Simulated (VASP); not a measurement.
Computed with HSE06 screened hybrid with D3 dispersion (Becke-Johnson damping), VASP's PBE PAW potentials (set 64) (plane waves; VASP).

Input for VASP

KPOINTS:
```
Automatic mesh
0
Gamma
6 6 2
0.5 0.5 0.5
```

POSCAR:
```
WS2
1
    3.1842200000     0.0000000000     0.0000000000
   -1.5921100000     2.7576150000     0.0000000000
    0.0000000000     0.0000000000    12.9782800000
W S
2 4
Direct
  0.3490800000   0.6790000000   0.2508250000
  0.6520670000   0.3167040000   0.7461640000
  0.3300360000   0.6607440000   0.6334020000
  0.6577500000   0.3461870000   0.3686740000
  0.6708870000   0.3214660000   0.1288670000
  0.3401790000   0.6758980000   0.8720680000
```

### INCAR
```
SYSTEM = WS2
PREC = Accurate
ENCUT = 300
EDIFF = 1E-6
NELM = 100
ALGO = Normal
LREAL = .FALSE.
LASPH = .TRUE.
ISMEAR = 0
SIGMA = 0.01
GGA = PE
HFSCREEN = 0.2
AEXX = 0.25
LHFCALC = .TRUE.
PRECFOCK = Fast
ISYM = 3
LMAXMIX = 6
LWAVE = .FALSE.
LCHARG = .FALSE.
ISIF = 2
IVDW = 12
```

POTCAR, in this order: W_sv S (PBE.64 set). Program: vasp_std.

The resulting files:

### stdout
```
 POSCAR found type information on POSCAR W S
 POSCAR found :  2 types and       6 ions
 Reading from existing POTCAR
 Reading from existing POTCAR

 -----------------------------------------------------------------------------
|                                                                             |
|     EEEEEEE  RRRRRR   RRRRRR   OOOOOOO  RRRRRR      ###     ###     ###     |
|     E        R     R  R     R  O     O  R     R     ###     ###     ###     |
|     E        R     R  R     R  O     O  R     R     ###     ###     ###     |
|     EEEEE    RRRRRR   RRRRRR   O     O  RRRRRR       #       #       #      |
|     E        R   R    R   R    O     O  R   R                               |
|     E        R    R   R    R   O     O  R    R      ###     ###     ###     |
|     EEEEEEE  R     R  R     R  OOOOOOO  R     R     ###     ###     ###     |
|                                                                             |
|     Unsupported xc functional, please specify VDW_S6, VDW_S8, VDW_A1        |
|     and VDW_A2 in the INCAR file.                                           |
|                                                                             |
|       ---->  I REFUSE TO CONTINUE WITH THIS SICK JOB ... BYE!!! <----       |
|                                                                             |
 -----------------------------------------------------------------------------
```

VASP stops with an error: Unsupported xc functional, please specify VDW_S6, VDW_S8, VDW_A1 and VDW_A2 in the INCAR file. ----> I REFUSE TO CONTINUE WITH THIS SICK JOB ... BYE!!! <----

The structure comes from a computed database's WS2 entry; how it stands against other phases isn't given here. The cell was not relaxed at this level, atoms are displaced from their ideal sites. The run is one of a series of settings (AEXX = 0.25, HFSCREEN = 0.2, ISYM = 3, IVDW = 12, LHFCALC = .TRUE., PRECFOCK = Fast, KPOINTS 6×6×2 Γ-centred mesh shifted by (0.5, 0.5, 0.5) against the base run), some of them coarse on purpose.
